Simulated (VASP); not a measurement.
# Ga4AsN3 (Cm) in VASP: further runs, part 3 of 3

VASP 6.6.1. The steps go on from the part before.

## Step 4: Band structure, LDA

This run uses another cell than the first one, of 12.65 Å³/atom, 0.905 times its volume.

POSCAR reads:

```
Ga4AsN3                                 
1.0
   -0.0000000000     -2.3232812725     -2.3232812725
    2.3225571841      4.6754364188     -2.3521551463
    4.6504470136     -2.3443808581      2.3443808581
  Ga              N               As            
     4     3     1
Direct
     0.7711230768457594    0.5422461536915190    0.3003609381572962
     0.5092039370394487    0.0184078740788971    0.5034377336804413
     0.2531201001656685    0.5062402003313371    0.7119773898967248
     0.9688564474768426    0.9377128949536844    0.9895790293683153
     0.9468095561747515    0.8936191123495032    0.3292765535465613
     0.6884743563532170    0.3769487127064340    0.5637268898589650
     0.4306842151533979    0.8613684303067959    0.7934679028195940
     0.1817283107909144    0.3634566215818289    0.0581735626721019
```

INCAR.step1 reads:

```
SYSTEM = Ga4AsN3
PREC = Accurate
ENCUT = 300
EDIFF = 1E-6
ISMEAR = 0
SIGMA = 0.02
LREAL = .FALSE.
LASPH = .TRUE.
NELM = 100
ALGO = Fast
ISIF = 2
LWAVE = .FALSE.
LCHARG = .TRUE.
NBANDS = 46
KPAR = 2
```

KPOINTS.step1 reads:

```
regular mesh
0
G
  4 4 3
  0 0 0
```

INCAR.step2 reads:

```
SYSTEM = Ga4AsN3
PREC = Accurate
ENCUT = 300
EDIFF = 1E-6
ISMEAR = 0
SIGMA = 0.05
LREAL = .FALSE.
LASPH = .TRUE.
NELM = 100
ALGO = Fast
ISIF = 2
LWAVE = .FALSE.
LCHARG = .FALSE.
NBANDS = 46
ICHARG = 11
KPAR = 2
```

KPOINTS.step2 reads:

```
path GYFLI,I1ZF1,YX1,XGN,MG
10
line-mode
reciprocal
 0.0000000000  0.0000000000  0.0000000000  G
 0.0000000000 -0.5000000000  1.0000000000  Y

 0.0000000000 -0.5000000000  1.0000000000  Y
 0.0000000000  0.2031250000  1.2812500000  F

 0.0000000000  0.2031250000  1.2812500000  F
 0.0000000000 -0.5000000000  0.5000000000  L

 0.0000000000 -0.5000000000  0.5000000000  L
 0.4687500000 -0.7343750000  0.5000000000  I

 0.5312500000 -0.2656250000 -0.5000000000  I1
 0.0000000000  0.0000000000 -0.5000000000  Z

 0.0000000000  0.0000000000 -0.5000000000  Z
 0.0000000000 -1.2031250000 -0.2812500000  F1

 0.0000000000 -0.5000000000  1.0000000000  Y
 0.3125000000 -0.6562500000  1.0000000000  X1

 0.6875000000 -0.3437500000  0.0000000000  X
 0.0000000000  0.0000000000  0.0000000000  G

 0.0000000000  0.0000000000  0.0000000000  G
 0.5000000000 -0.5000000000  0.5000000000  N

 0.5000000000 -0.5000000000  0.0000000000  M
 0.0000000000  0.0000000000  0.0000000000  G
```

Potentials or basis: VASP PAW LDA potentials, release 64 (Ga_d, N, As).

Launch:

```console
$ cat potpaw_LDA.64/Ga_d/POTCAR potpaw_LDA.64/N/POTCAR potpaw_LDA.64/As/POTCAR > POTCAR
$ cp INCAR.step1 INCAR
$ cp KPOINTS.step1 KPOINTS
$ mpirun -np 2 vasp_std > vasp.out
$ cp INCAR.step2 INCAR
$ cp KPOINTS.step2 KPOINTS
$ mpirun -np 2 vasp_std > vasp.out
```

OUTCAR:

```text
SYSTEM = Ga4AsN3
   PREC = Accurate
   ENCUT = 300
   EDIFF = 1E-6
   ISMEAR = 0
   LREAL = .FALSE.
   LASPH = .TRUE.
   NELM = 100
   ISIF = 2
   ICHARG = 11

 ion  position               nearest neighbor table
   1  0.771  0.542  0.300-   6 1.89   5 1.90   8 2.25   8 2.25   3 2.90   3 2.90
   2  0.509  0.018  0.503-   6 1.93   5 1.98   5 1.98   7 2.00
   3  0.253  0.506  0.712-   7 1.92   6 1.92   6 1.92   8 2.25   1 2.90   1 2.90
   4  0.969  0.938  0.990-   7 1.99   7 1.99   5 2.00   8 2.30
   5  0.947  0.894  0.329-   1 1.90   2 1.98   2 1.98   4 2.00
   6  0.688  0.377  0.564-   1 1.89   3 1.92   3 1.92   2 1.93
   7  0.431  0.861  0.793-   3 1.92   4 1.99   4 1.99   2 2.00
   8  0.182  0.363  0.058-   1 2.25   1 2.25   3 2.25   4 2.30

  LATTYP: Found a base centered monoclinic cell.
 ALAT       =    10.9704682628
 B/A-ratio  =     0.2994964122
 C/A-ratio  =     0.5206063902
 COS(beta)  =    -0.1811305904

  Lattice vectors:

 A1 = (   2.3225571841,   2.3521551463,  -4.6754364188)
 A2 = (   2.3225571841,   4.6754364188,  -2.3521551463)
 A3 = (   4.6504470136,  -2.3443808581,   2.3443808581)

Analysis of symmetry for initial positions (statically):
=====================================================================
 Subroutine PRICEL returns:
 Original cell was already a primitive cell.

 Routine SETGRP: Setting up the symmetry group for a
 base centered monoclinic supercell.

 Subroutine GETGRP returns: Found  2 space group operations
 (whereof  2 operations were pure point group operations)
 out of a pool of  4 trial point group operations.

The static configuration has the point symmetry C_1h.

Analysis of symmetry for dynamics (positions and initial velocities):
=====================================================================
 Subroutine PRICEL returns:
 Original cell was already a primitive cell.

 Routine SETGRP: Setting up the symmetry group for a
 base centered monoclinic supercell.

 Subroutine GETGRP returns: Found  2 space group operations
 (whereof  2 operations were pure point group operations)
 out of a pool of  4 trial point group operations.

The dynamic configuration has the point symmetry C_1h.

 Subroutine INISYM returns: Found  2 space group operations
 (whereof  2 operations are pure point group operations),
 and found     1 'primitive' translations

----------------------------------------------------------------------------------------

                                     Primitive cell

  volume of cell :     101.2285

  direct lattice vectors                    reciprocal lattice vectors
     0.000000000 -2.323281273 -2.323281273     0.053805548 -0.161846987 -0.268578727
     2.322557184  4.675436419 -2.352155146     0.107611095  0.106731740 -0.106731740
     4.650447014 -2.344380858  2.344380858     0.161289243 -0.053304676  0.053304676

  length of vectors
     3.285615885  5.725959432  5.711295881     0.318157220  0.185373883  0.178036504

  position of ions in fractional coordinates (direct lattice)
     0.771123077  0.542246154  0.300360938
     0.509203937  0.018407874  0.503437734
     0.253120100  0.506240200  0.711977390
     0.968856447  0.937712895  0.989579029
     0.946809556  0.893619112  0.329276554
     0.688474356  0.376948713  0.563726890
     0.430684215  0.861368430  0.793467903
[... 28 lines left out ...]
    0.000000  0.000000  0.000000  ...  0.500000 -0.500000  0.500000
    0.500000 -0.500000  0.000000  ...  0.000000  0.000000  0.000000

 Generated    10 points on each line segment, for a total of    100 k-points:

 Following reciprocal coordinates:
            Coordinates               Weight
  0.000000  0.000000  0.000000      0.010000
  0.000000 -0.055556  0.111111      0.010000
  0.000000 -0.111111  0.222222      0.010000
  0.000000 -0.166667  0.333333      0.010000
  0.000000 -0.222222  0.444444      0.010000
  0.000000 -0.277778  0.555556      0.010000
[... 16 lines left out ...]
  0.000000  0.046875  1.107639      0.010000
  0.000000 -0.031250  1.020833      0.010000
 [... further k-points ...]
   k-points           NKPTS =    100   k-points in BZ     NKDIM =    100   number of bands    NBANDS=     46
   number of dos      NEDOS =    301   number of ions     NIONS =      8
   total plane-waves  NPLWV =  20480
   dimension x,y,z NGX =    20 NGY =   32 NGZ =   32
   dimension x,y,z NGXF=    40 NGYF=   64 NGZF=   64
   ions per type =               4   3   1
   NGX,Y,Z   is equivalent  to a cutoff of  10.12,  9.29,  9.31 a.u.
   NGXF,Y,Z  is equivalent  to a cutoff of  20.24, 18.58, 18.63 a.u.
 SYSTEM =  Ga4AsN3
   PREC   = accura    normal or accurate (medium, high low for compatibility)
   ISTART =      0    job   : 0-new  1-cont  2-samecut
   ICHARG =     11    charge: 1-file 2-atom 10-const
   ISPIN  =      1    spin polarized calculation?
   LNONCOLLINEAR =      F non collinear calculations
   LSORBIT =      F    spin-orbit coupling
   LASPH  =      T    aspherical Exc in radial PAW
   ENCUT  =  300.0 eV  22.05 Ry    4.70 a.u.   4.64  8.09  8.07*2*pi/ulx,y,z
   NELM   =    100;   NELMIN=  2; NELMDL=  0     # of ELM steps
   EDIFF  = 0.1E-05   stopping-criterion for ELM
   LREAL  =      F    real-space projection
[... 7 lines left out ...]
   TEBEG  =    0.0;   TEEND  =   0.0 temperature during run
   PSTRESS=    0.0 pullay stress
   NELECT =      72.0000    total number of electrons
   NUPDOWN=      -1.0000    fix difference up-down
   EMIN   =  10.00;   EMAX   =-10.00  energy-range for DOS
   EFERMI =   0.00;   METHOD = LEGACY
   ISMEAR =     0;   SIGMA  =   0.05  broadening in eV -4-tet -1-fermi 0-gaus
   EFERMI_NEDOS =   21; number of points for ismear=-14 and -15
   IALGO  =     68    algorithm
   IMIX   =      4    mixing-type and parameters
     AMIX     =   0.40;   BMIX     =  1.00
     AMIX_MAG =   1.60;   BMIX_MAG =  1.00
  volume/ion in A,a.u.               =      12.65        85.39
  Fermi-wavevector in a.u.,A,eV,Ry     =   1.461340  2.761533 29.055452  2.135515
  Thomas-Fermi vector in A             =   2.577683
   LORBIT       =      0    0 simple, 1 ext, 2 COOP (PROOUT), +10 PAW based schemes
   GGA     = CA    functional components
   LHFCALC =     F    Hartree Fock is set to
   AEXX    =    0.0000 exact exchange contribution
   IVDW    =     0    specifies the selected vdW correction
   LEPSILON=     F    determine dielectric tensor
   LRPA    =     F    only Hartree local field effects (RPA)
 non-spin polarized calculation
 RMM-DIIS sequential band-by-band and
 Gauss-broadening in eV      SIGMA  =   0.05
  energy-cutoff  :      300.00
  volume of cell :      101.23
 maximum number of plane-waves:      1216
 NGX is ok and might be reduce to    20

 number of electron      72.0000039 magnetization

 Free energy of the ion-electron system (eV)
  ---------------------------------------------------
  ext. energy  EPLUGINS =         0.00000000
  ---------------------------------------------------
  free energy    TOTEN  =       -44.58985796 eV

  energy without entropy =      -44.58628571  energy(sigma->0) =      -44.58807183

 E-fermi :   7.6137     XC(G=0): -11.9341

 val. band max:        7.6111391009   @ k =   0.0000  -0.1094   1.1562
 cond. band min:       7.6174948427   @ k =   0.1111  -0.1111   0.1111
 fundamental gap:      0.0063557418
 Fermi energy:         7.6137396720

 k-point     1 :       0.0000    0.0000    0.0000
  band No.  band energies     occupation
      1     -10.6276      2.00000
      2      -9.9612      2.00000
      3      -9.7849      2.00000
      4      -8.6182      2.00000
      5      -8.5247      2.00000
      6      -8.5168      2.00000
[... 1165 lines left out ...]
     45      14.1977      0.00000
     46      14.2939      0.00000

 [... further k-points ...]
[... 5 lines left out ...]
  --------------------------------------------------------------------------------------
  -------------------------------------------------------------------------------------
  Total        8.6433094      4.2491544      4.2491544     -0.6267950      2.5090357      0.6267950
  in kB      136.8005169     67.2527726     67.2527726     -9.9204916     39.7113380      9.9204919
  external PRESSURE =      90.4353540 kB  Pullay stress =       0.0000000 kB

 VOLUME and BASIS-vectors are now :
 -----------------------------------------------------------------------------
  energy-cutoff  :      300.00
  volume of cell :      101.23
      direct lattice vectors                 reciprocal lattice vectors
     0.000000000 -2.323281273 -2.323281273     0.053805548 -0.161846987 -0.268578727
     2.322557184  4.675436419 -2.352155146     0.107611095  0.106731740 -0.106731740
     4.650447014 -2.344380858  2.344380858     0.161289243 -0.053304676  0.053304676

 POSITION                                       TOTAL-FORCE (eV/Angst)
 -----------------------------------------------------------------------------------
      2.65621      0.03954     -2.36282         1.238474      0.090527     -0.090527
      2.38396     -2.27721     -0.04607         0.346396     -0.062899      0.062899
      4.48678      0.10968     -0.10968         0.249558      0.349182     -0.349182
      6.77988     -0.18666     -2.13662         0.121406     -0.259880      0.259880
      3.60676      1.20640     -3.52969        -0.373491     -0.111567      0.111567
      3.49707     -1.15871     -1.16457        -0.430919      0.009184     -0.009184
      5.69056      1.16648     -1.16648        -0.510608      0.072166     -0.072166
      1.11468      1.14073     -1.14073        -0.640817     -0.086714      0.086714
 -----------------------------------------------------------------------------------
    total drift:                               -0.296571     -0.026458      0.019593

  FREE ENERGIE OF THE ION-ELECTRON SYSTEM (eV)
  ---------------------------------------------------
  free  energy   TOTEN  =       -44.5898579568 eV

  energy  without entropy=      -44.5862857102  energy(sigma->0) =      -44.58807183
```

Run time: 94 s. Hardware: 2 MPI ranks of Intel Xeon Platinum 8259CL at 2.50GHz (Skylake/Cascade Lake), shared host; peak memory 0.24 GiB.

The run converged, but a check on its numbers failed (symmetry, net force, bounds or a known fault of this set-up), so they aren't taken as properties of the crystal.

Caveat: the k mesh is coarse (spacing up to 0.50 Å⁻¹), so the values aren't converged; the cutoff lies under the usual one of these potentials, so the numbers hold a large basis-set error; the log is that of the step along the path at fixed density, whose energy, stress, charges and moments have no meaning.
